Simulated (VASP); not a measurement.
# CsLi2 (Fm-3m) in VASP: a series of runs, part 2 of 2

VASP 6.6.1. Earlier steps stand in the parts before.

### 5 Relaxation of cell and atoms, PBE (random cell by space group and Wyckoff sites (Fm-3m, No. 225))

The input, INCAR:

```
PREC = Accurate
ENCUT = 600
EDIFF = 1E-6
ISMEAR = 0
SIGMA = 0.1
LREAL = False
LASPH = True
NELM = 60
ALGO = Normal
ISIF = 3
LWAVE = False
LCHARG = False
GGA = PE
IBRION = 2
NSW = 90
EDIFFG = -0.04
```

The input, KPOINTS:

```
Automatic mesh
0
Gamma
  4 4 4
```

The input, POSCAR:

```
CsLi2
1.0
    0.0000000000      3.5840792200      3.5840792200
    3.5840792200      0.0000000000      3.5840792200
    3.5840792200      3.5840792200      0.0000000000
Cs Li
1 2
Direct
    0.0000000000      0.0000000000      0.0000000000
    0.7500000000      0.7500000000      0.7500000000
    0.2500000000      0.2500000000      0.2500000000
```

Potentials or basis: VASP PAW PBE potentials, release 64 (Cs_sv, Li_sv).

Command:

```sh
cat potpaw_PBE.64/Cs_sv/POTCAR potpaw_PBE.64/Li_sv/POTCAR > POTCAR
mpirun -np 1 vasp_std > vasp.out
```

OUTCAR:

```text
PREC = Accurate
   ENCUT = 600
   EDIFF = 1E-6
   ISMEAR = 0
   LREAL = False
   LASPH = True
   NELM = 60
   ISIF = 3
   GGA = PE
   IBRION = 2
   NSW = 90
   EDIFFG = -0.04

 ion  position               nearest neighbor table
   1  0.000  0.000  0.000-
   2  0.750  0.750  0.750-
   3  0.250  0.250  0.250-

  LATTYP: Found a face centered cubic cell.
 ALAT       =     7.1681584400

  Lattice vectors:

 A1 = (   0.0000000000,   3.5840792200,   3.5840792200)
 A2 = (   3.5840792200,   0.0000000000,   3.5840792200)
 A3 = (   3.5840792200,   3.5840792200,   0.0000000000)

Analysis of symmetry for initial positions (statically):
=====================================================================
 Subroutine PRICEL returns:
 Original cell was already a primitive cell.

 Routine SETGRP: Setting up the symmetry group for a
 face centered cubic supercell.

 Subroutine GETGRP returns: Found 48 space group operations
 (whereof 48 operations were pure point group operations)
 out of a pool of 48 trial point group operations.

The static configuration has the point symmetry O_h .

Analysis of symmetry for dynamics (positions and initial velocities):
=====================================================================
 Subroutine PRICEL returns:
 Original cell was already a primitive cell.

 Routine SETGRP: Setting up the symmetry group for a
 face centered cubic supercell.

 Subroutine GETGRP returns: Found 48 space group operations
 (whereof 48 operations were pure point group operations)
 out of a pool of 48 trial point group operations.

The dynamic configuration has the point symmetry O_h .

 Subroutine INISYM returns: Found 48 space group operations
 (whereof 48 operations are pure point group operations),
 and found     1 'primitive' translations

----------------------------------------------------------------------------------------

                                     Primitive cell
[... 89 lines left out ...]
   EMIN   =  10.00;   EMAX   =-10.00  energy-range for DOS
   EFERMI =   0.00;   METHOD = LEGACY
   ISMEAR =     0;   SIGMA  =   0.10  broadening in eV -4-tet -1-fermi 0-gaus
   EFERMI_NEDOS =   21; number of points for ismear=-14 and -15
   IALGO  =     38    algorithm
   IMIX   =      4    mixing-type and parameters
     AMIX     =   0.40;   BMIX     =  1.00
     AMIX_MAG =   1.60;   BMIX_MAG =  1.00
  volume/ion in A,a.u.               =      30.69       207.13
  Fermi-wavevector in a.u.,A,eV,Ry     =   0.894096  1.689597 10.876610  0.799408
  Thomas-Fermi vector in A             =   2.016258
   LORBIT       =      0    0 simple, 1 ext, 2 COOP (PROOUT), +10 PAW based schemes
   GGA     = PE    functional components
   LHFCALC =     F    Hartree Fock is set to
   AEXX    =    0.0000 exact exchange contribution
   IVDW    =     0    specifies the selected vdW correction
   LEPSILON=     F    determine dielectric tensor
   LRPA    =     F    only Hartree local field effects (RPA)
 conjugate gradient relaxation of ions
 non-spin polarized calculation
 Gauss-broadening in eV      SIGMA  =   0.10
  energy-cutoff  :      600.00
  volume of cell :       92.08
 maximum number of plane-waves:      3119
   NGX = 21   NGY = 21   NGZ = 21

--------------------------------------- Ionic step        1  -------------------------------------------

 number of electron      14.9999988 magnetization

 Free energy of the ion-electron system (eV)
  ---------------------------------------------------
  ext. energy  EPLUGINS =         0.00000000
  ---------------------------------------------------
  free energy    TOTEN  =        -1.84088698 eV

  energy without entropy =       -1.80735425  energy(sigma->0) =       -1.82412061

------------------------ aborting loop because EDIFF is reached ----------------------------------------

  FORCE on cell =-STRESS in cart. coord.  units (eV):
  Direction    XX          YY          ZZ          XY          YZ          ZX
  --------------------------------------------------------------------------------------
  -------------------------------------------------------------------------------------
  Total        3.2002851      3.2002851      3.2002851      0.0000000      0.0000000     -0.0000000
  in kB       55.6847728     55.6847728     55.6847728      0.0000000      0.0000000     -0.0000000
  external PRESSURE =      55.6847728 kB  Pullay stress =       0.0000000 kB
[... 61 lines left out ...]
--------------------------------------- Ionic step        3  -------------------------------------------

 number of electron      15.0000027 magnetization

 Free energy of the ion-electron system (eV)
  ---------------------------------------------------
  ext. energy  EPLUGINS =         0.00000000
  ---------------------------------------------------
  free energy    TOTEN  =        -2.79803030 eV

  energy without entropy =       -2.77194955  energy(sigma->0) =       -2.78498992

 E-fermi :   0.2128     XC(G=0):  -5.9474

 val. band max:        0.1356759000   @ k =   0.5000   0.5000   0.0000
 cond. band min:       0.2148153910   @ k =  -0.2500   0.5000   0.2500
 fundamental gap:      0.0791394910
 Fermi energy:         0.2128257951

 k-point     1 :       0.0000    0.0000    0.0000
  band No.  band energies     occupation
      1     -48.2129      2.00000
      2     -48.2129      2.00000
      3     -22.9905      2.00000
      4      -9.8445      2.00000
      5      -9.8445      2.00000
      6      -9.8445      2.00000
      7      -2.0573      2.00000
      8       1.0369      0.00000
      9       1.0369      0.00000
     10       1.0369      0.00000
     11       3.2292      0.00000
[... 126 lines left out ...]
  FREE ENERGIE OF THE ION-ELECTRON SYSTEM (eV)
  ---------------------------------------------------
  free  energy   TOTEN  =        -2.7980302980 eV

  energy  without entropy=       -2.7719495506  energy(sigma->0) =       -2.78498992

 reached required accuracy - stopping structural energy minimisation
```

OSZICAR:

```text
N       E                     dE             d eps       ncg     rms          rms(c)
DAV:   1     0.773844308115E+02    0.77384E+02   -0.67612E+03   176   0.131E+03
DAV:   2     0.722018422083E+01   -0.70164E+02   -0.68310E+02   267   0.220E+02
DAV:   3     0.936590847825E-01   -0.71265E+01   -0.69796E+01   231   0.664E+01
[... 24 lines left out ...]
DAV:   5    -0.279809477826E+01    0.49033E-02   -0.25664E-02   301   0.950E-01    0.252E-01
DAV:   6    -0.279809530038E+01   -0.52212E-06   -0.14854E-03   215   0.272E-01    0.133E-01
DAV:   7    -0.279802704065E+01    0.68260E-04   -0.27845E-04   295   0.124E-01    0.926E-03
DAV:   8    -0.279803027714E+01   -0.32365E-05   -0.19790E-05   264   0.411E-02    0.118E-02
DAV:   9    -0.279803029800E+01   -0.20855E-07   -0.12926E-06   125   0.114E-02
   3 F= -.27980303E+01 E0= -.27849899E+01  d E =-.957143E+00
```

CONTCAR:

```text
CsLi2
   1.00000000000000
     0.0000000000000000    4.3218750501839915    4.3218750501839915
     4.3218750501839915    0.0000000000000000    4.3218750501839915
     4.3218750501839915    4.3218750501839915   -0.0000000000000000
  Cs              Li
     1     2
Direct
     0.0000000000000000    0.0000000000000000    0.0000000000000000
     0.7500000000000000    0.7500000000000000    0.7500000000000000
     0.2500000000000000    0.2500000000000000    0.2500000000000000

  0.00000000E+00  0.00000000E+00  0.00000000E+00
  0.00000000E+00  0.00000000E+00  0.00000000E+00
  0.00000000E+00  0.00000000E+00  0.00000000E+00
```

Wall time 32 s (1 thread of Intel Xeon Platinum 8175M at 2.50GHz (Skylake/Cascade Lake), shared host); peak memory 0.24 GiB.

Results:

| Quantity | Value |
| --- | --- |
| Free energy | -2.7980 eV |
| Relaxed volume | 53.82 Å³/atom |
| Relaxed cell | a = 6.112 Å, b = 6.112 Å, c = 6.112 Å, α = 60.00°, β = 60.00°, γ = 60.00° |
| Space group after relaxing (to 0.05 Å) | Fm-3m (No. 225) |
| Energy gained by relaxing | 319.0 meV/atom |
| Ionic steps | 3 |
| Pressure after relaxing | -0.1 GPa |
| Band gap on the k mesh | none (metal or under the smearing width) |

Step by step:
```csv
step,energy change (eV),largest force (eV/Å),pressure (GPa),volume (Å³)
1,0.0000,0.0000,5.57,92.08
2,-0.4334,0.0000,3.71,107.04
3,-0.9571,0.0000,-0.07,161.45
```

Final structure:
```
Cs Li
1.0
     0.00000    4.32188    4.32188
     4.32188    0.00000    4.32188
     4.32188    4.32188    0.00000
Cs Li
1 2
Direct
  0.00000 0.00000 0.00000
  0.75000 0.75000 0.75000
  0.25000 0.25000 0.25000
```

Levels at points of the mesh, in eV from the Fermi level:
| k point | band 5 | band 6 | band 7 | band 8 | band 9 | band 10 |
| --- | --- | --- | --- | --- | --- | --- |
| (0.00, 0.00, 0.00) | -10.06 | -10.06 | -2.27 | 0.82 | 0.82 | 0.82 |
| (0.50, 0.00, 0.00) | -10.07 | -10.07 | -1.06 | -0.46 | 1.11 | 1.11 |
| (0.50, 0.50, 0.00) | -10.08 | -10.08 | -0.54 | -0.08 | 0.23 | 1.32 |

Caveat: the k mesh is coarse (spacing up to 0.38 Å⁻¹), so the values aren't converged; the cutoff is under 1.25 times the usual one of these potentials, so pressure, stress and relaxed cells hold a basis-set (Pulay) error; the volume moved by over 15 % at a fixed basis, so the end points are rough. Spin-orbit coupling is left out, which matters for the levels of Cs.

### 6 Single point, PBE (random cell by space group and Wyckoff sites (Fm-3m, No. 225))

The input, INCAR:

```
PREC = Accurate
ENCUT = 520
EDIFF = 1E-6
ISMEAR = 0
SIGMA = 0.1
LREAL = F
LASPH = T
NELM = 60
ALGO = Normal
ISIF = 2
LWAVE = F
LCHARG = T
GGA = PE
LELF = T
LVHAR = T
NBANDS = 14
```

The input, KPOINTS:

```
regular mesh
0
Gamma
  10 10 10
```

The input, POSCAR:

```
CsLi2
1.0
    0.0000000000      4.5871144768      4.5871144768
    4.5871144768      0.0000000000      4.5871144768
    4.5871144768      4.5871144768      0.0000000000
Cs Li
1 2
Direct
    0.0000000000      0.0000000000      0.0000000000
    0.7500000000      0.7500000000      0.7500000000
    0.2500000000      0.2500000000      0.2500000000
```

Potentials or basis: VASP PAW PBE potentials, release 64 (Cs_sv, Li_sv).

Command:

```sh
cat potpaw_PBE.64/Cs_sv/POTCAR potpaw_PBE.64/Li_sv/POTCAR > POTCAR
mpirun -np 1 vasp_std > vasp.out
```

Run time: 39 s. Hardware: 1 thread of Intel Xeon 6975P-C (Granite Rapids), shared host; peak memory 0.37 GiB.

It converged, with:

| Item | Value |
| --- | --- |
| Free energy | -3.0045 eV |
| Band gap on the k mesh | none (metal or under the smearing width) |

Levels at points of the mesh, in eV from the Fermi level:
| k point | band 5 | band 6 | band 7 | band 8 | band 9 | band 10 |
| --- | --- | --- | --- | --- | --- | --- |
| (0.00, 0.00, 0.00) | -10.06 | -10.06 | -2.03 | 0.97 | 0.97 | 0.97 |
| (0.50, 0.00, 0.00) | -10.06 | -10.06 | -0.95 | -0.47 | 1.24 | 1.24 |
| (0.50, 0.50, 0.00) | -10.07 | -10.07 | -0.32 | -0.24 | 0.23 | 1.24 |

Caveat: the cutoff is under 1.25 times the usual one of these potentials, so pressure, stress and relaxed cells hold a basis-set (Pulay) error. The run has no spin-orbit coupling, so splittings on Cs are missing.

### 7 Overview

```tsv
task	cell	k mesh	cutoff (eV)	mesh quality	gap on the mesh (eV)	pressure (GPa)
relaxation of cell and atoms	relaxed from: random cell by space group and Wyckoff sites (Fm-3m, No. 225)	10 × 10 × 10	600	not flagged	none	0.0
single point	random cell by space group and Wyckoff sites (Fm-3m, No. 225)	4 × 4 × 4	520	coarse	none	-
single point	random cell by space group and Wyckoff sites (Fm-3m, No. 225)	4 × 4 × 4	520	not flagged	none	-
relaxation of cell and atoms	relaxed from: random cell by space group and Wyckoff sites (Fm-3m, No. 225)	4 × 4 × 4	600	coarse	none	-0.1
single point	random cell by space group and Wyckoff sites (Fm-3m, No. 225)	10 × 10 × 10	520	not flagged	none	-
```

Alike in all rows: level PBE; potentials or basis VASP PAW PBE potentials, release 64 (Cs_sv, Li_sv); no spin polarisation; smearing gaussian 0.1 eV.

Caveats: some runs use coarse meshes; the cutoff is under 1.25 times the usual one of these potentials, so pressure, stress and relaxed cells hold a basis-set (Pulay) error; the relaxation stopped at its first step, so nothing moved (some runs); the volume moved by over 15 % at a fixed basis, so the end points are rough (some runs).

Total energies depend on the potentials used, so only differences within one code and one set of settings carry meaning.
